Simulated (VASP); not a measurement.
Data:

```xyz
6
Lattice="1.8868 -7.3513 0.0000 1.8868 7.3513 0.0000 0.0000 0.0000 3.7517" Properties=species:S:1:pos:R:3 pbc="T T T"
Hf     1.8868    -5.8186     0.9379
Hf     1.8868     5.8186     2.8138
Ge     1.8868     3.6741     0.9379
Ge     1.8868    -3.6741     2.8138
Ge     1.8868    -0.9030     0.9379
Ge     1.8868     0.9030     2.8138
```

Calculation: PBEsol GGA, VASP's PBE PAW potentials (set 64) (plane waves; VASP 6.6.1). Numerical set-up: 400 eV cut-off, Gaussian smearing of 0.050 eV, potentials Hf_pv Ge_d.

Unless said otherwise, spin-orbit coupling is left out, though it shifts the bands of the heavy elements here.

### Question
What does the run give for the band gap (along the path) with the smallest direct gap where there is one?

### Answer

```
Item                                                          Value
-------------------------  ----------------------------------------
band gap (along the path)  none (metal, semimetal or under 0.01 eV)
```

The structure comes from a measured HfGe2 entry (Cmcm) of the Crystallography Open Database, whose conditions weren't checked. It was relaxed first.
